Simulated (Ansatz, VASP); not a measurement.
**W2NCl2 (W2NCl2 MXene bilayer, AB): VASP beside Ansatz**

Aim: how closely do two programs agree when they are given the same cell, functional and k mesh? The structure shown is the start of the Ansatz relaxation below; VASP solves that cell, so the two are compared at the walk's first step.

Method: plane waves, with VASP 6.6.1 beside it; single point at PBE with D4, in Ansatz 0.2.0.

### 1. Starting point

The cell holds 10 atoms: 4 Cl, 4 W and 2 N. Its edges and angles: a = 3.054 Å, b = 3.054 Å, c = 60.785 Å, α = 90.0°, β = 90.0°, γ = 120.0°. Vacuum lies along c.

### 2. Ansatz: relaxation, PBE with D4

Ansatz runs on its default PAW (the set named soft_2) files.

The two programs are compared at the cell with which this relaxation starts, whose forces are those of its first step.

Contents of input.yaml:

```yaml
crystal:
  lattice:
    - [3.053908, 0.0, 0.0]
    - [-1.526954, 2.6447619088, 0.0]
    - [0.0, 0.0, 60.7846731934]
  atoms:
    - { symbol: Cl, position: [0.3333333333, 0.6666666667, 0.3775622833] }
    - { symbol: W, position: [0.6666666667, 0.3333333333, 0.4062072932], spin: 1.0 }
    - { symbol: "N", position: [0.0, 0.0, 0.4260312171] }
    - { symbol: W, position: [0.3333333333, 0.6666666667, 0.4458551409], spin: 1.0 }
    - { symbol: Cl, position: [0.6666666667, 0.3333333333, 0.4745001508] }
    - { symbol: Cl, position: [0.6666666667, 0.3333333333, 0.5254998492] }
    - { symbol: W, position: [0.0, 0.0, 0.5541448591], spin: -1.0 }
    - { symbol: "N", position: [0.3333333333, 0.6666666667, 0.5739687829] }
    - { symbol: W, position: [0.6666666667, 0.3333333333, 0.5937927068], spin: -1.0 }
    - { symbol: Cl, position: [0.0, 0.0, 0.6224377167] }
  periodic: [true, true, false]
magnetization:
  spin_polarized: true
kpoints:
  mp_grid: { grid: [12, 12, 1] }
hamiltonian:
  xc: pbe
  dispersion: d4
scf:
  occupations: { method: fermi_dirac, width: 0.05 }
  convergence: { dr2_threshold: 1.0e-09 }
relax:
  f_tol: 0.004
  max_steps: 90
  cell: {}
output:
  write_potential: true
  write_density: true
  volumetric_format: npy
```

Run with:

```sh
> ansatz run input.yaml --threads 4 --pin off --max-ram 12288MiB --backend cpu --events-out ev --progress --plain --runs-dir out
```

Numbers of over 12 decimals in the logs are rounded to 6 here.

Log:

```text
Warning: relax.cell: scf.convergence.dr2_threshold = 1e-9 eV is looser than the 1.61486460939e-10 eV advised for a relaxation that steers and ends on the stress (1e-10 eV for each atom of the cell: 10, times the square of relax.cell.stress_2d_tol = 0.05 N/m over 24.9 Å (the atoms' height at the walk's start and 5 Å past either face), 2.009e-2 GPa, over a crystal's default 0.05). What an SCF threshold leaves in a stress goes as its square root, and in the free energy as the threshold itself, and one threshold admits the most on a small cell: [figures from the program's tests cut] Set scf.convergence.dr2_threshold to 1.61486460939e-10 eV or tighter. [rest of the remark cut]
Engine: ansatz 0.2.0, aarch64-unknown-linux-gnu
Pseudopotentials: kind: paw
Pseudopotential: Cl, paw, valence charge 7, recommended cutoff 420 eV (normal), Cl.paw.azcp
Pseudopotential: W, paw, valence charge 14, recommended cutoff 420 eV (normal), W.paw.azcp
Pseudopotential: N, paw, valence charge 5, recommended cutoff 420 eV (normal), N.paw.azcp
Functional definition: PBE
  parameter kappa = 0.804
  parameter beta = 0.066725
  exchange = pbe_x(kappa = kappa, mu = beta*pi^2/3)
  correlation = pbe_c(beta = beta)
Crystal: 10 atoms, lattice volume = 490.949 Å³
Basis set: ecut = 420 eV, 9527 PW (Γ), exchange–correlation on 48×48×864 points (8 copies of the dense FFT grid, shifted against one another)
Bands: 59, of which v1, the nominal top of the filled ones, is band 47 counted from 1 (46 counted from 0)
Symmetry: 6 space group operations
Space group: P3m1 (ITA 156), of the structure as read, at distance tolerance 7.9e-5 Å
Magnetic group: BNS 164.87 (UNI 1317), of the structure as read, at distance tolerance 7.9e-5 Å
k-points: 19 of 144 (time reversal used)
Non-local potential: Cl, projectors of the file, l = 0: 2, l = 1: 2, l = 2: 2
Non-local potential: W, projectors of the file, l = 0: 3, l = 1: 2, l = 2: 2, l = 3: 1
Non-local potential: N, projectors of the file, l = 0: 2, l = 1: 2, l = 2: 1
PAW form: soft (Blöchl's): semilocal exchange-correlation on the pseudo side does not see the compensation charge
PAW one-centre angular grid: Cl, 110 points (default); XC on 64 Gauss nodes
PAW one-centre angular grid: W, 590 points (default); XC on 64 Gauss nodes
PAW one-centre angular grid: N, 110 points (default); XC on 64 Gauss nodes
Initial density: superposition of atomic densities (neutral atoms: chi_scale 0, normalization atom)
Starting moments: Σ|m| = 4 μB on 4 of 10 sites
Starting magnetic order: antiferromagnet; an inversion exchanges its spin sublattices: spin-degenerate at every k-point
Initial wavefunctions: pseudopotential atomic-orbital guess
Functional: x = pbe(κ = 0.804, μ = 0.219515), c = pbe(β = 0.066725)
SCF iter   1: F=—  HF=-46631.255442 eV  |F-HF|=—  |Δ(HF+E_count)|=         —  Δρ=2.67e-2 (↑2.67e-2 ↓2.67e-2)  dr2=2.41e1  dr2_m=1.72e-1  M=0.000 μB ∫|m|=2.148 μB  β_m=0.30  ethr=3.10e-3  ⟨swp⟩=13.1  Hψ=15184  notcnv=0  defer=16
Mixer restart at iter 1: flushing history
preconditioner: auto → LDOS  [metal: Δε(μ)=0.016 eV  Ē_g=10.237 eV  σ=0.050 eV  W_gap=0.08  n_scr=40 (ndim 8)  ℏωp=13.2 eV  f_vac=0.699  D(μ)=8.41/eV (n_scr^D=34)]
spin=Collinear: LDOS preconditioning applied to the charge; magnetization (m = ρ↑ − ρ↓) channel mixes plain (no charge-response kernel on spin).
SCF iter   2: F=—  HF=-46629.681651 eV  |F-HF|=—  |Δ(HF+E_count)|=    1.57e0  Δρ=2.05e-2 (↑2.04e-2 ↓2.05e-2)  dr2=1.46e1  dr2_m=1.11e-1  M=-0.000 μB ∫|m|=1.943 μB  β_m=0.65  ethr=3.10e-3  ⟨swp⟩=3.2  Hψ=3897  notcnv=0  defer=86
SCF iter   3: F=—  HF=-46627.485862 eV  |F-HF|=—  |Δ(HF+E_count)|=    2.20e0  Δρ=4.12e-3 (↑4.02e-3 ↓4.12e-3)  dr2=1.85e-1  dr2_m=1.13e-2  M=0.000 μB ∫|m|=1.025 μB  β_m=0.67  ethr=3.10e-3  ⟨swp⟩=5.7  Hψ=6564  notcnv=0  defer=92
SCF iter   4: F=—  HF=-46627.578734 eV  |F-HF|=—  |Δ(HF+E_count)|=         —  Δρ=2.95e-3 (↑2.93e-3 ↓2.95e-3)  dr2=2.73e-2  dr2_m=3.48e-2  M=-0.001 μB ∫|m|=0.426 μB  β_m=0.67  ethr=1.97e-4  ⟨swp⟩=6.0  Hψ=6098  notcnv=0  defer=57
SCF iter   5: F=—  HF=-46627.579824 eV  |F-HF|=—  |Δ(HF+E_count)|=   1.09e-3  Δρ=1.48e-3 (↑1.48e-3 ↓1.48e-3)  dr2=3.90e-3  dr2_m=9.46e-3  M=-0.001 μB ∫|m|=0.253 μB  β_m=0.83  ethr=2.91e-5  ⟨swp⟩=4.3  Hψ=5487  notcnv=0  defer=55
[...]
basis re-selected at this cell: Δ(F+E_penalty+E_count) = +6.981e-5 eV, ΔP = -0.001 N/m vs the last step (what re-selecting the basis moved, of the pressure what is left beyond the Pulay correction that the steps carried, after the strain that the cell walked since its last selection, with what the two solves' SCF thresholds leave and, on support functions, any second-order correction that the steps lacked; it is no m [...]
WARN: The output density's exchange-correlation potential varies sharply where the density is thin. Do not read a vacuum level from v_tot or v_xc, or from such a field of the output density. On a cell that repeats whose density bears no net charge and no dipole along the vacuum's axis use v_es (v_loc + v_h of the components); under efield.dipole_correction with no amplitude use v_es + v_field, which holds any externa [...]
SCF converged after 4 iterations
Magnetization: -0.0000 μB (47.0000 up, 47.0000 down)
Absolute magnetization: 0.0000 μB (∫|ρ↑−ρ↓|, with the PAW one-centre terms)
Spin contamination: 0.0000 ħ² per cell (⟨S²⟩ above its minimum at these occupations)
Per-site moments (μB) at R_I (Å): [(-8.39919754363313e-8, 1.038530), (8.140905085329696e-8, 0.911637), (-3.8388173266986775e-8, 0.911637), (1.2987430858475702e-7, 0.911929), (5.958611928729719e-8, 1.038030), (-6.656943984667031e-8, 1.038030), (-1.0612533498849137e-7, 0.911929), (-3.008235481637284e-8, 0.911637), (-7.512223987204891e-8, 0.911637), (7.128914815697845e-8, 1.038530)]
Free energy (F): -46628.991384 eV
Harris-Foulkes:  -46628.991384 eV  (|F-HF|=8.73e-10)
Internal energy: -46628.955493 eV  (E = F + TS)
E sigma→0 (E₀):  -46628.973438 eV
Entropy (-TS):   -0.035891 eV (-3.589 meV/atom)
Fermi energy:    -3.881073 eV
--- Per-component energies (eV) ---
  E_band       = -2370.272941
  E_kinetic    = 2724.572080
  E_local      = -971914.951919  (includes V_loc(G=0)·N_el)
  E_nonlocal   = 210.027221
  E_hartree    = 484368.726382
  E_xc         = -1619.237054
  E_vxc        = -1600.581004  (∫ρ·V_xc dr)
  E_paw        = -37142.163242  (= ΣΔE_a)
  E_vpaw       = -526.792986  (= ΣTr[D̂ρ^β])
  E_aug_tail   = 0.000329  (compensation charges beyond the density's cutoff)
  E_ewald      = 476748.030678
  E_disp       = -3.959967  (pairwise vdW)
  E_smearing   = -0.035891  (= −TS)
  E_closure    = 0.000000  (closes the sum)
  Σ components = -46628.991384   (vs F -46628.991384, Δ=0.00e0)
--- Forces (eV/Å), atoms counted from 1 ---
  atom   1  Cl    -0.00000000     0.00000000    -0.00075585
  atom   2  W      0.00000000    -0.00000000     0.00037870
  atom   3  N      0.00000000    -0.00000000    -0.00062659
  atom   4  W     -0.00000000     0.00000000    -0.00047963
  atom   5  Cl     0.00000000    -0.00000000     0.00056842
  atom   6  Cl     0.00000000     0.00000000    -0.00056987
  atom   7  W      0.00000000    -0.00000000     0.00048108
  atom   8  N     -0.00000000     0.00000000     0.00062605
  atom   9  W     -0.00000000     0.00000000    -0.00037919
  atom  10  Cl     0.00000000    -0.00000000     0.00075655
  max |Σ_I F_I| component: 3.21e-7 eV/Å
--- 2D stress c σ (N/m, compression-positive) ---
        0.001054       0.000000       0.000000
        0.000000       0.001054       0.000000
        0.000000       0.000000       0.000000
  P = ½ c Tr σ = 0.0011 N/m
--- Band table (eV; the first three rows and the last of 38) ---
  k-point 0 ↑: bands = [... 43 lower, -5.0621, -5.0552, -5.0552, -5.0226, -4.9922, -3.9820, -3.9820, -3.9814, ... 8 higher]
  k-point 1 ↑: bands = [... 43 lower, -5.4033, -4.9109, -4.9037, -4.7957, -4.7685, -4.1102, -4.1024, -3.8191, ... 8 higher]
  k-point 2 ↑: bands = [... 43 lower, -5.9956, -4.6888, -4.6615, -4.4835, -4.4485, -4.4438, -4.4172, -3.4659, ... 8 higher]
  k-point 18 ↓: bands = [... 43 lower, -4.6189, -4.4307, -4.3581, -4.3581, -4.2778, -2.5657, -2.5530, -2.5530, ... 8 higher]
  the weakly bound empty levels are not read free of the cell's end (no_gap_told)
--- Relaxed structure (8 steps of the walk, 8 accepted, 2 SCFs on fresh bases) ---
  F+E_penalty+E_count = -46628.99138388 eV   max|allowed force component| = 7.566e-4 eV/Å   (the final SCF, on the basis selected at the relaxed cell)
  cell:  # Å, volume = 449.3136 Å³
    - [2.921544, 0, 0]
    - [-1.460772, 2.530131, 0]
    - [0, 0, 60.7846731934]
  atoms:
    - { symbol: Cl, position: [0.333333, 0.666667, 0.363511] }
    - { symbol: W, position: [0.666667, 0.333333, 0.394260] }
    - { symbol: N, position: [-2.3861627906516095e-17, -2.2204460492587013e-17, 0.417752] }
    - { symbol: W, position: [0.333333, 0.666667, 0.441263] }
    - { symbol: Cl, position: [0.666667, 0.333333, 0.471985] }
    - { symbol: Cl, position: [0.666667, 0.333333, 0.528015] }
    - { symbol: W, position: [-1.4380814722892756e-17, -2.220446049258542e-17, 0.558737] }
    - { symbol: N, position: [0.333333, 0.666667, 0.582248] }
    - { symbol: W, position: [0.666667, 0.333333, 0.605740] }
    - { symbol: Cl, position: [-7.413698626099353e-18, -2.2204460492584628e-17, 0.636489] }
```

(Part 1 of 2 ends here.)

[Lines on the potential files, build, host, timing and source positions are cut from VASP's logs without a mark.]

[Logs are printed without paths, hosts, clocks, repeated set-up lines and the standing remarks that a program may print on its own settings, such as how far it seeks lower states.]

[Hosts, paths, dates, database ids (printed as entryN), source tags and the programs' standing remarks are cut or masked in the printed files.]
